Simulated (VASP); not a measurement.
Energy against volume of PbTe (rock salt). Level of theory: vdW-DF2, VASP's PBE PAW potentials (set 64) (plane waves; VASP). Run with 520 eV cut-off, 7×7×7 Γ-centred mesh, Gaussian smearing of 0.050 eV, potentials Te Pb_d.

```
V (Å³/atom)  E (eV/atom)
-----------  -----------
37.972          -1.03296
39.147          -1.03685
40.321          -1.03354
41.496          -1.02413
```

Task: Fit these four points and predict the energy of the run at 36.798 Å³/atom.

Result: A cubic in V^(−2/3), the third-order Birch-Murnaghan form, passes through the four points with V0 = 39.16 Å³/atom and B0 = 33 GPa, and gives -1.0206 eV/atom there. The run gave -1.0206 eV/atom, -0.0 meV/atom from the fit; all five points give B0 = 33 GPa.

The compound is PbTe in the rock salt structure. It was relaxed first, which changed the volume by +16 %.
